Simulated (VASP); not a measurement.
Data:

```yaml
crystal:
  lattice:
    - [-1.58635, 1.58635, 1.58635]
    - [1.58635, -1.58635, 1.58635]
    - [1.58635, 1.58635, -1.58635]
  atoms:
    - { symbol: W, position: [0.00000, 0.00000, 0.00000] }
```

All values below come from r2SCAN meta-GGA, VASP's PBE PAW potentials (set 64) (plane waves; VASP). Numerical set-up: 520 eV cut-off, 18×18×18 Γ-centred mesh, tetrahedra with Blöchl corrections, potentials W_sv.

Task: Give the energies of bands 5 to 10 at the high-symmetry points, in eV from the Fermi level.

Result: 
| band | Γ | H | N | P |
|---|---|---|---|---|
| 5 | -10.11 | -5.98 | -6.53 | -3.19 |
| 6 | -1.29 | -5.98 | -3.73 | -3.19 |
| 7 | -1.29 | 5.26 | 0.48 | -3.19 |
| 8 | -1.29 | 5.26 | 2.36 | 3.57 |
| 9 | 2.52 | 5.26 | 3.40 | 3.57 |
| 10 | 2.52 | 8.46 | 6.25 | 7.11 |

It has no gap at this level: it comes out as a metal or semimetal.

The compound is W in the bcc structure. It was relaxed first.
